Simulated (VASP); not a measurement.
Here is the system:

```yaml
crystal:
  lattice:
    - [0.00000, 2.75703, 2.75703]
    - [2.75703, 0.00000, 2.75703]
    - [2.75703, 2.75703, 0.00000]
  atoms:
    - { symbol: Ca, position: [0.00000, 0.00000, 0.00000] }
    - { symbol: F, position: [0.25000, 0.25000, 0.25000] }
    - { symbol: F, position: [0.75000, 0.75000, 0.75000] }
```

These are AM05 GGA, VASP's PBE PAW potentials (set 64) (plane waves; VASP 6.6.1) values and carry that method's errors. Numerical set-up: 520 eV cut-off, 7×7×7 Γ-centred mesh, Gaussian smearing of 0.050 eV, potentials Ca_sv F.

### Question
The job: CaF$_{2}$ (fluorite), 3 atoms, AM05, static run, 520 eV, 7×7×7 Γ-centred mesh. Roughly how much core time does it take on a busy server core?

### Answer
About 40 core-seconds (one run on a shared machine, a rough figure). It had 20 irreducible k-points, 16 bands, up to 1143 plane waves and 15 electronic steps.

The compound is CaF2 in the fluorite structure. This cell is one point of a volume scan, at 1.03 of the reference volume.
